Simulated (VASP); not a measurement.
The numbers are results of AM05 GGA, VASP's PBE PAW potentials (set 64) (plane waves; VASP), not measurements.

A VASP calculation is set up with these files.

**INCAR**
```
ALGO  =  Normal
EDIFF  =  1E-7
EDIFFG  =  -0.01
ENCUT  =  520
GGA  =  AM
IBRION  =  2
ISIF  =  4
ISMEAR  =  1
LASPH  =  .TRUE.
LCHARG  =  .FALSE.
LMAXMIX  =  6
LREAL  =  .FALSE.
LWAVE  =  .FALSE.
NELM  =  100
NSW  =  30
PREC  =  Accurate
SIGMA  =  0.1
SYSTEM  =  Dy
```

POSCAR:
```
Dy
1.0
  1.7506599448  -3.0322317782   0.0000000000
  1.7506599448   3.0322317782   0.0000000000
  0.0000000000   0.0000000000   5.3984413027
Dy
2
direct
  0.3333330000   0.6666670000   0.2500000000
  0.6666670000   0.3333330000   0.7500000000
```

File KPOINTS:
```
kpoints
0
gamma
12 12 7
```

POTCAR, in this order: Dy_3 (PBE.64 set). Program: vasp_std.

The 4f electrons are frozen in the core of the lanthanide potential, so 4f levels, which can set the real gap, and their magnetism are missing.

### Question
Estimate the energy per atom (σ→0), band gap (on the k-mesh).

### Answer

```yaml
energy per atom (σ→0): -4.725 eV/atom
band gap (on the k-mesh): none (metal, semimetal or under 0.01 eV)
```

OSZICAR:
```
...
DAV:   1    -0.945416587404E+01   -0.34719E-02   -0.15289E-01  1976   0.299E+00    0.252E-01
DAV:   2    -0.945211713331E+01    0.20487E-02   -0.34865E-03  2531   0.638E-01    0.169E-01
DAV:   3    -0.945120684393E+01    0.91029E-03   -0.11444E-03  2484   0.285E-01    0.897E-02
DAV:   4    -0.945121342648E+01   -0.65825E-05   -0.19814E-04  2723   0.112E-01    0.405E-02
DAV:   5    -0.945121336230E+01    0.64177E-07   -0.45845E-06  2729   0.173E-02    0.132E-02
DAV:   6    -0.945121303034E+01    0.33196E-06   -0.59583E-07  2699   0.640E-03    0.214E-03
DAV:   7    -0.945121301796E+01    0.12375E-07   -0.55817E-08  1163   0.217E-03
   3 F= -.94512130E+01 E0= -.94508144E+01  d E =-.328429E-02
```

The compound is Dy in the hcp structure. This cell is one point of a volume scan, at 0.94 of the reference volume. Symmetry was kept, so distortions that lower it aren't found.
